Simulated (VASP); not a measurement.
Input:

```
Re
1.0
    1.37160    -2.37568     0.00000
    1.37160     2.37568     0.00000
    0.00000     0.00000     4.44013
Re
2
Direct
  0.33333   0.66667   0.25000
  0.66667   0.33333   0.75000
```

All values below come from MS2 meta-GGA, VASP's PBE PAW potentials (set 64) (plane waves; VASP 6.6.1). Settings: 520 eV cut-off, 17×17×9 Γ-centred mesh, tetrahedra with Blöchl corrections, potentials Re.

Unless said otherwise, spin-orbit coupling is left out, though it shifts the bands of the heavy elements here.

Question: Tabulate the total density of states (states/eV per cell) against energy (eV; zero at the valence-band maximum or, without a gap, the Fermi level).

Answer: 
(E (eV), DOS (states/eV)): (-9.96, 0.03); (-9.41, 0.09); (-8.86, 0.13); (-8.30, 0.18); (-7.75, 0.25); (-7.20, 0.35); (-6.64, 1.40); (-6.09, 1.36); (-5.54, 1.89); (-4.99, 1.65); (-4.43, 1.76); (-3.88, 1.67); (-3.33, 2.68); (-2.66, 0.74); (-2.11, 2.64); (-1.56, 2.37); (-1.00, 2.48); (-0.45, 2.25); (0.10, 1.17); (0.65, 1.26); (1.21, 1.12); (1.76, 1.05); (2.31, 1.16); (2.87, 1.84); (3.42, 1.86)
Within 2 eV below the Fermi level the largest weight inside VASP's projection spheres is Re d.

The compound is Re in the hcp structure. It was relaxed first.
